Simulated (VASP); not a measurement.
Level of theory: PBE GGA, VASP's PBE PAW potentials (set 64) (plane waves; VASP).

The input files of a VASP run:

### POSCAR
```
Sr
1
    0.0000000000     3.0400000000     3.0400000000
    3.0400000000     0.0000000000     3.0400000000
    3.0400000000     3.0400000000     0.0000000000
Sr
1
Direct
  0.0000000000   0.0000000000   0.0000000000
```

INCAR:
```
SYSTEM  =  Sr
PREC  =  Accurate; ENCUT  =  400; LREAL  =  .False.
LASPH  =  .True.
EDIFF  =  1E-6; NELM  =  100; ALGO  =  Normal
LMAXMIX  =  4
ISMEAR  =  1; SIGMA  =  0.1
GGA  =  PE
ISIF  =  2
LWAVE  =  .False.; LCHARG  =  .False.
```

**KPOINTS**
```
Automatic mesh
0
Gamma
9 9 9
0 0 0
```

POTCAR, in this order: Sr_sv (PBE.64 set). Program: vasp_std.

What VASP printed:

**OSZICAR**
```
       N       E                     dE             d eps       ncg     rms          rms(c)
DAV:   1     0.295594255631E+02    0.29559E+02   -0.42544E+03   630   0.775E+02
DAV:   2    -0.377903733647E+00   -0.29937E+02   -0.29492E+02   726   0.146E+02
DAV:   3    -0.158798220579E+01   -0.12101E+01   -0.11991E+01   941   0.239E+01
DAV:   4    -0.162947528010E+01   -0.41493E-01   -0.41478E-01   929   0.406E+00
DAV:   5    -0.163078757924E+01   -0.13123E-02   -0.13121E-02  1008   0.446E-01    0.109E+01
DAV:   6    -0.163147585651E+01   -0.68828E-03   -0.63346E-03   715   0.107E+00    0.615E+00
DAV:   7    -0.163211197377E+01   -0.63612E-03   -0.11130E-02   719   0.139E+00    0.286E-01
DAV:   8    -0.163211208086E+01   -0.10709E-06   -0.19022E-03   973   0.255E-01    0.125E-01
DAV:   9    -0.163212995242E+01   -0.17872E-04   -0.23170E-05   901   0.541E-02    0.365E-02
DAV:  10    -0.163214996780E+01   -0.20015E-04   -0.99547E-06   748   0.314E-02    0.376E-02
DAV:  11    -0.163214935388E+01    0.61392E-06   -0.56437E-07   445   0.792E-03
   1 F= -.16321494E+01 E0= -.16322879E+01  d E =0.415642E-03
```

OUTCAR:
```
------------------------ aborting loop because EDIFF is reached ----------------------------------------
  FORCE on cell =-STRESS in cart. coord.  units (eV):
  Direction    XX          YY          ZZ          XY          YZ          ZX
  --------------------------------------------------------------------------------------
  Total       -0.1253556     -0.1253556     -0.1253556      0.0000000      0.0000000      0.0000000
  in kB       -3.5744039     -3.5744039     -3.5744039      0.0000000      0.0000000      0.0000000
  external PRESSURE =      -3.5744039 kB  Pullay stress =       0.0000000 kB
  volume of cell :       56.19
      direct lattice vectors                 reciprocal lattice vectors
     0.000000000  3.040000000  3.040000000    -0.164473684  0.164473684  0.164473684
     3.040000000  0.000000000  3.040000000     0.164473684 -0.164473684  0.164473684
     3.040000000  3.040000000  0.000000000     0.164473684  0.164473684 -0.164473684
 POSITION                                       TOTAL-FORCE (eV/Angst)
 -----------------------------------------------------------------------------------
      0.00000      0.00000      0.00000        -0.000000     -0.000000     -0.000000
 -----------------------------------------------------------------------------------
    total drift:                               -0.000000     -0.000000     -0.000000
  FREE ENERGIE OF THE ION-ELECTRON SYSTEM (eV)
  ---------------------------------------------------
  free  energy   TOTEN  =        -1.6321493539 eV

  energy  without entropy=       -1.6325649961  energy(sigma->0) =       -1.63228790
```
(Selected blocks of OUTCAR.)

The compound is Sr in the fcc structure. The cell was not relaxed at this level.
